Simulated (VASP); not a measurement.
Input:

```xyz
4
Lattice="4.7309 0.0000 0.0000 -2.3654 4.0971 0.0000 0.0000 0.0000 5.3391" Properties=species:S:1:pos:R:3 pbc="T T T"
Sc     0.0000     2.7314     5.0054
Sc     2.3654     1.3657     2.3359
Si     0.0000     2.7314     2.3359
Si     2.3654     1.3657     5.0054
```

Level of theory: r2SCAN meta-GGA, VASP's PBE PAW potentials (set 64) (plane waves; VASP). Run with 400 eV cut-off, 8×8×7 Γ-centred mesh, tetrahedra with Blöchl corrections, potentials Sc_sv Si.

The cores are frozen, which limits the accuracy of field gradients.

**Question.** Give the principal components of the electric field gradient (V/Å²) and the asymmetry η at each nucleus.

**Answer.** 
```csv
atom,Vxx,Vyy,Vzz,η
Sc1,12.8,12.8,-25.6,0.00
Sc2,12.8,12.8,-25.6,0.00
Si3,-2.5,-2.5,4.9,0.00
Si4,-2.5,-2.5,4.9,0.00
```

The structure was generated: ScSi was put into the wurtzite type (P6_3mc), which need not be its known phase. It was relaxed first, which changed the volume by -24 %. The relaxed cell has space group P6_3/mmc.
